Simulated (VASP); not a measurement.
# A VASP study of Sb2Pt (Geversite) (r2SCAN + D3(BJ)): structure first, properties next

Wanted: the relaxed cell of Sb2Pt (Geversite) and its properties. The steps: full relaxation (r2SCAN + D3(BJ)), second relaxation, density, ELF and potential (r2SCAN + D3(BJ)), band structure (r2SCAN + D3(BJ)), total and projected DOS (r2SCAN + D3(BJ)), field gradients at the nuclei (r2SCAN + D3(BJ)) and bands along the symmetry lines (r2SCAN + D3(BJ)), changed input. The start is a cell from a database of measured crystal structures.

Program: VASP 6.6.1. Level of theory: r2SCAN with D3(BJ); plane waves and PAW (Pt, Sb). Results are calculated unless marked as measured.

Report form: the programs' logs are mostly left out.

### Step 1. The starting structure

Before any relaxation, the start is as follows. It takes space group Pa-3 (No. 205, cubic). Conventional cell: a = 6.442 Å, b = 6.442 Å, c = 6.442 Å, α = 90.00°, β = 90.00°, γ = 90.00°. Pt has 6 Sb at 2.67 Å nearest. Nearest to Sb lie 3 Pt at 2.67 Å and 1 Sb at 2.78 Å. Farther neighbours are not listed.

### Step 2. Full relaxation (r2SCAN + D3(BJ))

Properties are meant for the cell that this level of theory prefers, so cell and atoms are relaxed first (ISIF = 3) until forces and stress are small; EDIFFG sets the threshold. r2SCAN adds the kinetic-energy density, costs more than a GGA and is run with LASPH. A dispersion term adds the long-range attraction that semilocal functionals lack. D3 with Becke-Johnson damping keeps a finite attraction at short range.

The input, INCAR:

```
SYSTEM = Sb2Pt
PREC = Accurate
ENCUT = 400
EDIFF = 1E-06
NELM = 100
ISMEAR = 0
SIGMA = 0.05
LREAL = .FALSE.
ALGO = Normal
METAGGA = R2SCAN
IVDW = 12
VDW_S6 = 1
VDW_S8 = 0.78981345
VDW_A1 = 0.49484001
VDW_A2 = 5.73083694
LASPH = .TRUE.
NBANDS = 52
LORBIT = 11
LWAVE = .FALSE.
LCHARG = .FALSE.
KPAR = 4
IBRION = 2
NSW = 60
ISIF = 3
EDIFFG = -0.01
```

The input, POSCAR:

```
Sb2Pt
1.0
    6.4423000000      0.0000000000      0.0000000000
    0.0000000000      6.4423000000      0.0000000000
    0.0000000000      0.0000000000      6.4423000000
Pt Sb
4 8
Direct
    0.0000000000      0.5000000000      0.5000000000
    0.5000000000      0.5000000000      0.0000000000
    0.5000000000      0.0000000000      0.5000000000
    0.0000000000      0.0000000000      0.0000000000
    0.3753000000      0.1247000000      0.8753000000
    0.1247000000      0.8753000000      0.3753000000
    0.8753000000      0.3753000000      0.1247000000
    0.6247000000      0.6247000000      0.6247000000
    0.6247000000      0.8753000000      0.1247000000
    0.8753000000      0.1247000000      0.6247000000
    0.1247000000      0.6247000000      0.8753000000
    0.3753000000      0.3753000000      0.3753000000
```

The input, KPOINTS:

```
Automatic mesh
0
Gamma
4 4 4
0 0 0
```

The projector-augmented-wave data sets are Pt and Sb (PBE family, release 64).

The run is started by

```bash
> mpirun -np 4 vasp_std
```

Run time: 2.7 min. Hardware: 4 MPI ranks of Intel Xeon 6975P-C (Granite Rapids), shared host; peak memory 1.3 GiB.

The gap is read on the k-mesh alone, so it is an upper bound where the band edges lie off the mesh. The gap is under twice the smearing width, so the edge states are partly filled and the run can't tell a small gap from a semimetal. The PAW data sets were made with PBE, which is usual practice but a small mismatch for other functionals. The run keeps the 24 symmetry operations of its start, so it cannot find a distortion of lower symmetry.

The steps of the relaxation:

```
step  energy less that of the first step (eV)  largest force (eV/Å)  pressure (GPa)  volume (Å³)
   1                                   0.0000                0.0164            1.39       267.38
   2                                   0.0154                0.0248           -1.93       274.93
   3                                  -0.0127                0.0027            0.00       270.36
```

```
conventional cell, symmetrised  before  after  change
                         a (Å)   6.442  6.466  +0.4 %
                         b (Å)   6.442  6.466  +0.4 %
                         c (Å)   6.442  6.466  +0.4 %
              volume (Å³/atom)   22.28  22.53  +1.1 %
```

Final coordinates:

```xyz
12
Lattice="6.4662 0.0000 0.0000 0.0000 6.4662 0.0000 0.0000 0.0000 6.4662" Properties=species:S:1:pos:R:3 pbc="T T T"
Pt    0.0000    3.2331    3.2331
Pt    3.2331    3.2331    0.0000
Pt    3.2331    0.0000    3.2331
Pt    0.0000    0.0000    0.0000
Sb    2.4266    0.8065    5.6597
Sb    0.8065    5.6597    2.4266
Sb    5.6597    2.4266    0.8065
Sb    4.0396    4.0396    4.0396
Sb    4.0396    5.6597    0.8065
Sb    5.6597    0.8065    4.0396
Sb    0.8065    4.0396    5.6597
Sb    2.4266    2.4266    2.4266
```

Numbers from this step:

```yaml
electrons: 80
bands: 52
irreducible_k_points: 11
symmetry_operations: 24
free_energy_toten: -421.4235 eV
energy_at_zero_smearing: -421.4212 eV
fermi_energy: 9.120 eV
pressure: -0.002652 GPa
metallic: no
valence_top_at_k: 0.25, 0, 0
conduction_bottom_at_k: 0, 0, 0
least_direct_gap_at_k: 0.25, 0, 0
scf_cycles_over_all_ionic_steps: 31
gap_on_the_k_mesh: 0.04290 eV
least_direct_gap_on_the_k_mesh: 0.3092 eV
```

It ends with a largest force of 0.003 eV/Å and a pressure of 0.00 GPa. The volume lies +1.1 % from that of the database's start.

### Step 3. Second relaxation

The basis stayed that of the start cell while the cell moved. A rerun from the cell reached resets it; the error of the finite cutoff stays.

INCAR is that of step 2.

The input, POSCAR:

```
Sb2Pt
1.0
    6.4662014977      0.0000000000      0.0000000000
    0.0000000000      6.4662014977      0.0000000000
    0.0000000000      0.0000000000      6.4662014977
Pt Sb
4 8
Direct
    0.0000000000      0.5000000000      0.5000000000
    0.5000000000      0.5000000000      0.0000000000
    0.5000000000      0.0000000000      0.5000000000
    0.0000000000      0.0000000000      0.0000000000
    0.3752714340      0.1247285660      0.8752714340
    0.1247285660      0.8752714340      0.3752714340
    0.8752714340      0.3752714340      0.1247285660
    0.6247285660      0.6247285660      0.6247285660
    0.6247285660      0.8752714340      0.1247285660
    0.8752714340      0.1247285660      0.6247285660
    0.1247285660      0.6247285660      0.8752714340
    0.3752714340      0.3752714340      0.3752714340
```

KPOINTS is that of step 2.

The run is started by

```bash
> mpirun -np 4 vasp_std
```

The job ended after 69 s (4 MPI ranks; peak memory 1.3 GiB; 4.5 min of CPU time).

Little changed from the start: no atom moved by 0.005 Å and no cell edge by 0.1 %.

Numbers from this step:

```
free energy (TOTEN)             : -421.4247 eV
energy at zero smearing         : -421.4224 eV
pressure                        : 0.004894 GPa
SCF cycles over all ionic steps : 14
gap on the k-mesh               : 0.04300 eV
least direct gap on the k-mesh  : 0.3093 eV
```

It ends with a largest force of 0.003 eV/Å and a pressure of 0.00 GPa. The volume moved by under 0.01 %: the run met its threshold at the first step.

### Step 4. Density, ELF and potential (r2SCAN + D3(BJ))

The relaxed cell gets a fresh self-consistent run, on a basis set for its own volume, to fix the density and to check the remaining stress.

Changes to INCAR since step 3:

```diff
@@ -19,7 +19,5 @@
 LWAVE = .FALSE.
-LCHARG = .FALSE.
-KPAR = 4
-IBRION = 2
-NSW = 60
-ISIF = 3
-EDIFFG = -0.01
+LCHARG = .TRUE.
+ISIF = 2
+LELF = .TRUE.
+LVHAR = .TRUE.
```

POSCAR is that of step 3.

KPOINTS is that of step 3.

The run is started by

```bash
> mpirun -np 4 vasp_std
```

Elapsed: 71 s, on 4 MPI ranks; peak memory 0.77 GiB.

This step gave:

- SCF cycles: 14

Valence electrons inside each PAW sphere by angular momentum. Sphere charges, by row:

| atom | s (e) | p (e) | d (e) | tot (e) |
| --- | --- | --- | --- | --- |
| Pt1 | 0.692 | 0.707 | 8.054 | 9.453 |
| Pt2 | 0.692 | 0.707 | 8.054 | 9.453 |
| Pt3 | 0.692 | 0.707 | 8.054 | 9.453 |
| Pt4 | 0.692 | 0.707 | 8.054 | 9.453 |
| Sb5 | 1.127 | 1.227 | 0.064 | 2.419 |
| Sb6 | 1.127 | 1.227 | 0.064 | 2.419 |
| Sb7 | 1.127 | 1.227 | 0.064 | 2.419 |
| Sb8 | 1.127 | 1.227 | 0.064 | 2.419 |
| Sb9 | 1.127 | 1.227 | 0.064 | 2.419 |
| Sb10 | 1.127 | 1.227 | 0.064 | 2.419 |
| Sb11 | 1.127 | 1.227 | 0.064 | 2.419 |
| Sb12 | 1.127 | 1.227 | 0.064 | 2.419 |

Electrostatic potential energy in the ac plane at fractional y = 0.000, with atoms of Pt within 0.2 Å of it. With pseudopotentials it is smooth inside the atoms' cores, unlike the true potential.

Values in eV, 10 rows by 16 columns, each cell a mean:
```
-57 -44 -14  -2  -7 -22 -27 -14  -4  -1   0   1   1  -3 -29 -54
-12  -6   0  -1  -9 -26 -32 -17  -4   1   2   2   2   0  -4 -11
 -1   2   2   2  -1  -4  -5  -3  -1   1   2   1  -3  -9 -11  -6
 -4   0   2   2   2   0  -9 -22 -26 -15  -3  -2 -10 -31 -38 -20
 -4  -3  -3  -1   0  -6 -37 -60 -62 -51 -19  -2  -5 -14 -17  -9
 -7 -22 -27 -13  -3  -6 -30 -53 -57 -43 -14   0   1   0  -1  -2
 -8 -27 -33 -17  -4   0  -2 -10 -12  -7  -1   1   2   2   2  -1
 -2  -4  -5  -2   1   2   2   0  -3  -9 -11  -6  -1   2   2   0
-26 -16  -3   2   2   2   1  -2 -10 -31 -37 -19  -4  -1  -8 -22
-62 -52 -19   0   0  -2  -3  -3  -6 -14 -17  -9  -3  -7 -37 -60
```
Columns run along a (6.5 Å; values clipped at the 3rd and 97th percentile), rows up along c (6.5 Å). Atoms in or near the plane, at fractional coordinates: Pt at (0.50, 0.50), Pt at (0.00, 0.00).

ELF in the ac plane at fractional y = 0.000, with atoms of Pt within 0.2 Å of it. It is the smooth field of the valence electrons, not physical close to the nuclei.

Ten even steps from '_' (0.01) to '@' (0.87), each cell a mean:
```
____--==**##%%%%@@@@%%**++======::__
..--==++##%%%%%%%%%%**--::::--==--..
====--++##%%%%%%%%##==..__..--======
==------++##%%%%##**--....::++****++
++--....--**######++--::::==##%%%%##
**--..__::==++++====----==**%%%%%%%%
##++::....--==------====++##%%%%%%%%
@@%%++------==::____..--==##%%%%%%@@
@@@@##**++====..______::==**####%%@@
@@@@%%####++==..______--======++##@@
%%%%%%%%%%**==--::..::==----::::++##
##%%%%%%%%**==--==========::....::++
##%%%%%%**==----==++**##**==....::==
**######++::..::==**%%%%##**--::::==
==++++++--..__::++##%%%%%%##++==--==
::--==--::....--**%%%%%%%%%%**====--
__..--------==**%%@@@@%%%%##**==::..
____--==++**##%%@@@@@@%%##**++--..__
```
Columns run along a (6.5 Å), rows up along c (6.5 Å). Atoms in or near the plane, at fractional coordinates: Pt at (0.50, 0.50), Pt at (0.00, 0.00).

Valence density in the ac plane at fractional y = 0.000, with atoms of Pt within 0.2 Å of it. It is the smooth field of the valence electrons, not physical close to the nuclei.

Ten even steps from '0' (0.1 e/Å³) to '9' (3.4 e/Å³), each cell a mean:
```
863100001000000147
531000000000000124
210000000000000011
000000000000000000
000000000000000000
000000001100000000
000000013321000000
000000136752100000
000000158963100000
000000147863000000
000000124531000000
000000011110000000
000000000000000000
000000000000000000
110000000000000001
321000000000000013
652000000000000136
973100000100000248
```
Columns run along a (6.5 Å), rows up along c (6.5 Å). Atoms in or near the plane, at fractional coordinates: Pt at (0.50, 0.50), Pt at (0.00, 0.00).

In this run the pressure is 0.00 GPa, small enough to go on.

### Step 5. Band structure (r2SCAN + D3(BJ))

The mesh alone shows little of the dispersion and can miss band extrema, so KPOINTS_OPT adds a path through the symmetry points after the self-consistent cycle.

Changes to INCAR since step 4:

```diff
@@ -16,8 +16,6 @@
 LASPH = .TRUE.
-NBANDS = 52
+NBANDS = 68
 LORBIT = 11
 LWAVE = .FALSE.
-LCHARG = .TRUE.
-ISIF = 2
-LELF = .TRUE.
-LVHAR = .TRUE.
+LCHARG = .FALSE.
+KPAR = 4
```

POSCAR is that of step 4.

KPOINTS is that of step 4.

The input, KPOINTS_OPT:

```
Line mode
12
Line-mode
Reciprocal
  0.00000000   0.00000000   0.00000000 GAMMA
  0.00000000   0.50000000   0.00000000 X

  0.00000000   0.50000000   0.00000000 X
  0.50000000   0.50000000   0.00000000 M

  0.50000000   0.50000000   0.00000000 M
  0.00000000   0.00000000   0.00000000 GAMMA

  0.00000000   0.00000000   0.00000000 GAMMA
  0.50000000   0.50000000   0.50000000 R

  0.50000000   0.50000000   0.50000000 R
  0.00000000   0.50000000   0.00000000 X

  0.50000000   0.50000000   0.00000000 M
  0.50000000   0.50000000   0.50000000 R
```

The run is started by

```bash
> mpirun -np 4 vasp_std
```

Elapsed: 5.4 min, on 4 MPI ranks; peak memory 1.6 GiB; 21 min of CPU time.

Spin-orbit coupling is off here; with elements this heavy it splits and shifts levels by tenths of an eV or more.

Numbers from this step:

| Item | Value |
| --- | --- |
| bands | 68 |
| pressure | 0.01585 GPa |
| least gap on mesh and path | 0.02680 eV |
| least direct gap on mesh and path | 0.2260 eV |
| valence top at k | 0, 0.2273, 0 |
| least direct gap at k | 0, 0.1818, 0 |

Electronic bands along the path, in eV, zero at the valence-band top; v1 is the highest filled band, c1 the lowest empty one:

| point | v4 | v3 | v2 | v1 | c1 | c2 | c3 | c4 |
| --- | --- | --- | --- | --- | --- | --- | --- | --- |
| Γ | -2.00 | -0.60 | -0.60 | -0.60 | 0.03 | 0.03 | 0.03 | 1.07 |
| 0.45 of the way | -1.81 | -0.96 | -0.91 | 0.00 | 0.25 | 0.29 | 0.36 | 1.33 |
| X | -1.57 | -1.57 | -0.77 | -0.77 | 0.85 | 0.85 | 1.63 | 1.63 |
| 0.45 of the way | -0.95 | -0.95 | -0.87 | -0.87 | 1.02 | 1.02 | 1.49 | 1.49 |
| M | -0.83 | -0.83 | -0.83 | -0.83 | 1.87 | 1.87 | 1.87 | 1.87 |
| 0.55 of the way | -1.77 | -1.21 | -0.65 | -0.22 | 0.44 | 0.68 | 0.86 | 1.71 |
| Γ | -2.00 | -0.60 | -0.60 | -0.60 | 0.03 | 0.03 | 0.03 | 1.07 |
| 0.45 of the way | -1.90 | -1.08 | -0.65 | -0.65 | 0.67 | 1.34 | 1.34 | 1.80 |
| R | -0.76 | -0.76 | -0.76 | -0.76 | 0.03 | 0.03 | 0.03 | 0.03 |
| 0.45 of the way | -1.33 | -1.33 | -0.94 | -0.94 | 1.05 | 1.05 | 1.70 | 1.70 |
| X | -1.57 | -1.57 | -0.77 | -0.77 | 0.85 | 0.85 | 1.63 | 1.63 |
| jump to M | -0.83 | -0.83 | -0.83 | -0.83 | 1.87 | 1.87 | 1.87 | 1.87 |
| 0.45 of the way | -0.89 | -0.89 | -0.89 | -0.89 | 1.04 | 1.04 | 1.04 | 1.04 |
| R | -0.76 | -0.76 | -0.76 | -0.76 | 0.03 | 0.03 | 0.03 | 0.03 |

Of the projections kept (Pt, Sb), the largest for each band there; the rest of the weight can lie on other orbitals:

| point | v4 | v3 | v2 | v1 | c1 | c2 | c3 | c4 |
| --- | --- | --- | --- | --- | --- | --- | --- | --- |
| Γ | Sb 0.71 | Sb 0.72 | Sb 0.72 | Sb 0.72 | Pt 0.69 | Pt 0.69 | Pt 0.69 | Sb 0.98 |
| X | Pt 0.60 | Pt 0.60 | Sb 0.66 | Sb 0.66 | Pt 0.60 | Pt 0.60 | Sb 0.61 | Sb 0.61 |
| M | Sb 0.53 | Sb 0.53 | Sb 0.53 | Sb 0.53 | Sb 0.53 | Sb 0.53 | Sb 0.53 | Sb 0.53 |
| Γ | Sb 0.71 | Sb 0.72 | Sb 0.72 | Sb 0.72 | Pt 0.69 | Pt 0.69 | Pt 0.69 | Sb 0.98 |
| R | Sb 0.69 | Sb 0.69 | Sb 0.69 | Sb 0.69 | Pt 0.67 | Pt 0.67 | Pt 0.67 | Pt 0.67 |
| X | Pt 0.60 | Pt 0.60 | Sb 0.66 | Sb 0.66 | Pt 0.60 | Pt 0.60 | Sb 0.61 | Sb 0.61 |

The path finds the gap of the mesh within 0.02 eV, so the mesh comes close to both band edges.

### Step 6. Total and projected DOS (r2SCAN + D3(BJ))

A density of states needs more k-points than a total energy; ISMEAR = -5 takes tetrahedra, and LORBIT projects the states on the PAW spheres. The mesh is finer than in the run before.

Changes to INCAR since step 5:

```diff
@@ -5,3 +5,3 @@
 NELM = 100
-ISMEAR = 0
+ISMEAR = -5
 SIGMA = 0.05
@@ -21 +21,2 @@
 KPAR = 4
+NEDOS = 2001
```

POSCAR is that of step 5.

The input, KPOINTS:

```
Automatic mesh
0
Gamma
5 5 5
0 0 0
```

The run is started by

```bash
> mpirun -np 4 vasp_std
```

The job ended after 73 s (4 MPI ranks; peak memory 1.3 GiB; 4.8 min of CPU time).

Numbers from this step:

| Property | Result |
| --- | --- |
| free energy (TOTEN) | -421.3949 eV |
| Fermi energy | 9.099 eV |
| pressure | -0.08726 GPa |
| valence top at k | 0.2, 0, 0 |
| least direct gap at k | 0.2, 0, 0 |
| gap on the k-mesh | 0.04590 eV |
| least direct gap on the k-mesh | 0.2141 eV |

The density of states has structure finer than the step of the table below, so its rows give means over 0.5 eV, whole bins alone (the curve runs from -12.0 to 2.68 eV). Peaks (eV: height): total -5.53: 22.2, -4.22: 25.4, -3.99: 35.7, -3.69: 41.6; Pt d -5.45: 10.4, -5.22: 11.5, -3.99: 27.2, -3.69: 34.0; Sb p -6.22: 3.45, -5.53: 3.72, -2.08: 3.99, -0.85: 4.33; Pt p -2.08: 1.22, -1.31: 1.08, -0.85: 1.71, -0.62: 1.09; Sb s -10.89: 5.61, -9.13: 6.46, 0.84: 0.778.

States under -12.0 eV and over 2.7 eV are left out. The density of states by energy, zero at the valence-band top; means over each step; values in states/eV/cell:

```csv
energy (eV),total,Pt d,Sb p,Pt p,Sb s,Pt s,Sb d
-11.5,3.47,0.0755,0.0706,0.0759,1.63,0.209,0.00245
-11.0,6.83,0.334,0.135,0.163,3.43,0.171,0.00667
-10.5,1.26,0.0946,0.0229,0.0250,0.657,0.0119,0.00117
-10.0,1.54,0.128,0.0435,0.0206,0.682,0.137,0.00276
-9.5,8.49,0.761,0.179,0.231,4.13,0.405,0.0166
-9.0,5.11,0.491,0.0982,0.166,2.60,0.148,0.0107
-8.5,0.678,0.0554,0.0185,0.0222,0.346,0.0288,0.00106
-8.0,0.165,0.00946,0.00402,0.00714,0.0901,0.00517,0
-7.5,0.00385,1.2e-4,0,1.3e-4,0.00214,9.9e-5,0
-7.0,0,0,0,0,0,0,0
-6.5,1.73,0.382,0.334,0.0297,0.0463,0.250,0.00446
-6.0,11.4,3.26,2.15,0.203,0.302,1.16,0.0343
-5.5,14.0,6.84,2.26,0.187,0.147,0.519,0.0597
-5.0,8.67,5.11,1.16,0.122,0.0875,0.206,0.0510
-4.5,12.2,7.04,1.27,0.244,0.261,0.383,0.0957
-4.0,21.5,15.7,1.10,0.228,0.252,0.382,0.173
-3.5,15.5,12.0,0.552,0.195,0.227,0.311,0.104
-3.0,10.3,5.36,1.31,0.449,0.394,0.301,0.0881
-2.5,5.49,2.01,1.09,0.381,0.132,0.0616,0.0502
-2.0,9.34,2.64,2.23,0.699,0.268,0.170,0.100
-1.5,6.12,0.979,1.78,0.634,0.141,0.0683,0.0730
-1.0,7.05,0.736,2.27,0.849,0.117,0.0590,0.0905
-0.5,4.43,0.370,1.42,0.663,0.0921,0.0710,0.0599
0.0,0.450,0.0810,0.128,0.0463,0.0219,0.00474,0.00531
0.5,2.67,0.915,0.512,0.0678,0.256,0.0569,0.0300
1.0,5.58,1.65,1.15,0.191,0.528,0.113,0.0812
1.5,4.85,1.19,1.14,0.165,0.394,0.0831,0.0896
2.0,5.18,1.13,1.34,0.156,0.333,0.106,0.118
```

The gap on this mesh is 0.05 eV. In the top eV of the valence band the largest shares in the PAW spheres are Sb p 33 %, Pt p 14 % and Pt d 8 %; in the lowest eV of the conduction band, Pt d 32 %, Sb p 20 % and Sb s 10 %. The rest lies in smaller channels or between the spheres.

### Step 7. Field gradients at the nuclei (r2SCAN + D3(BJ))

Field gradients probe how far the charge around each nucleus departs from cubic symmetry; LASPH keeps the non-spherical terms inside the spheres.

Changes to INCAR since step 6:

```diff
@@ -3,5 +3,5 @@
 ENCUT = 400
-EDIFF = 1E-06
+EDIFF = 1E-07
 NELM = 100
-ISMEAR = -5
+ISMEAR = 0
 SIGMA = 0.05
@@ -16,3 +16,3 @@
 LASPH = .TRUE.
-NBANDS = 68
+NBANDS = 52
 LORBIT = 11
@@ -21,2 +21,2 @@
 KPAR = 4
-NEDOS = 2001
+LEFG = .TRUE.
```

POSCAR is that of step 6.

The input, KPOINTS:

```
Automatic mesh
0
Gamma
4 4 4
0 0 0
```

The run is started by

```bash
> mpirun -np 4 vasp_std
```

Wall time 59 s (4 MPI ranks); peak memory 1.3 GiB; 3.9 min of CPU time.

This step gave:

| Property | Result |
| --- | --- |
| SCF cycles | 16 |
| bands | 52 |
| free energy (TOTEN) | -421.4247 eV |
| Fermi energy | 9.120 eV |
| pressure | 0.0129 GPa |
| valence top at k | 0.25, 0, 0 |
| least direct gap at k | 0.25, 0, 0 |
| gap on the k-mesh | 0.04290 eV |
| least direct gap on the k-mesh | 0.3092 eV |

Electric field gradients, by row:

```csv
atom,Vxx (V/Å²),Vyy (V/Å²),Vzz (V/Å²),asymmetry
Pt1,14.08,14.08,-28.16,0
Pt2,14.08,14.08,-28.16,0
Pt3,14.08,14.08,-28.16,0
Pt4,14.08,14.08,-28.16,0
Sb5,-28.25,-28.25,56.49,0
Sb6,-28.25,-28.25,56.49,0
Sb7,-28.25,-28.25,56.49,0
Sb8,-28.25,-28.25,56.49,0
Sb9,-28.25,-28.25,56.49,0
Sb10,-28.25,-28.25,56.49,0
Sb11,-28.25,-28.25,56.49,0
Sb12,-28.25,-28.25,56.49,0
```

The largest gradient, 56.49 V/Å², sits on Sb5 and like sites; times the quadrupole moment of a nucleus that has one, it gives the coupling that NMR and NQR see.

### Step 8. Bands along the symmetry lines (r2SCAN + D3(BJ)), changed input

This run is made with a changed input; what comes of it follows.

Changes to INCAR since step 7:

```diff
@@ -3,4 +3,4 @@
 ENCUT = 400
-EDIFF = 1E-07
-NELM = 100
+EDIFF = 1E-06
+NELM = 72
 ISMEAR = 0
@@ -16,3 +16,3 @@
 LASPH = .TRUE.
-NBANDS = 52
+NBANDS = 68
 LORBIT = 11
@@ -21,2 +21,4 @@
 KPAR = 4
-LEFG = .TRUE.
+IMIX = 1
+AMIX = 3
+BMIX = 1E-04
```

POSCAR is that of step 7.

KPOINTS is that of step 7.

KPOINTS_OPT is that of step 5.

The run is started by

```bash
> mpirun -np 4 vasp_std
```

The job ended after 38 s (4 MPI ranks).

The run ended with an error.

VASP's message: “ERROR FEXCP: supplied Exchange-correletion table is too small, maximal index : 4053”. No number of this run is used.

The fault in the input: mixing far too strong (IMIX = 1, AMIX = 3.0 and BMIX = 0.0001). Lower AMIX to 0.4 or under and return to the default mixer.

### Step 9. Outcome

```json
{
  "relaxed volume": "22.53 Å³/atom",
  "relaxed conventional cell a, b, c": "6.466, 6.466, 6.466 Å",
  "space group after relaxing, within 0.02 Å": "Pa-3 (No. 205)",
  "band gap": "0.0268 eV, indirect (least direct gap of that run 0.226 eV)",
  "gap among the points of the DOS mesh alone, an upper bound": "0.0459 eV",
  "largest field gradient Vzz": "56.49 V/Å² on Sb5"
}
```

In words: With r2SCAN + D3(BJ), Sb2Pt (Geversite) relaxes to 22.53 Å³/atom in space group Pa-3 (held by the symmetry of the run) and has an indirect gap of 0.0268 eV. Against the listed cell the volume lies +1.1 %. Band structure (r2SCAN + D3(BJ)): The path shows an indirect gap of 0.03 eV (valence top between Γ and X, conduction bottom at Γ). The least direct gap is 0.23 eV. Spin-orbit coupling is left out, and with elements this heavy it would split and shift bands near the edges, and it can change the kind of a small gap. No search among competing phases was made, and a listed structure need not be the one stable at ambient conditions. All values are for a static lattice at zero temperature.

[Lines on the potential files, build, host, timing and source positions are cut from VASP's logs without a mark.]

[Logs are printed without paths, hosts, clocks, repeated set-up lines and the standing remarks that a program may print on its own settings, such as how far it seeks lower states.]

[Hosts, paths, dates, database ids (printed as entryN), source tags and the programs' standing remarks are cut or masked in the printed files.]

[A measured line is paired with the nearest computed mode of its activity, which favours agreement.]
